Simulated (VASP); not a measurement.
MnO₂ (rutile) relaxed at rising pressure, in one space group throughout; other phases were not tried. The pressures are those reached. Method: PBE GGA, VASP's PBE PAW potentials (set 64) (plane waves; VASP).

```csv
P (GPa),V (Å³/atom),k-mesh
0.02,9.388,7×7×11
5.04,9.191,7×7×11
10.15,9.012,7×7×11
20.07,8.710,7×7×11
29.99,8.456,7×7×11
```

Task: Fit an equation of state and predict the volume at 44.96 GPa.

Result: Least squares on the third-order Birch-Murnaghan form, P = (3B0/2)(y⁷ − y⁵)[1 + (3/4)(B′ − 4)(y² − 1)] with y = (V0/V)^(1/3), gives V0 = 9.389 Å³/atom, B0 = 225 GPa and B′ = 4.6, and so 8.134 Å³/atom. The run gave 8.134 Å³/atom, -0.0 % from the fit.

Pressures at which the relaxation failed are left out.

The compound is MnO2 in the rutile structure. The spin order is the one that the start imposed; others were not tried in this run.
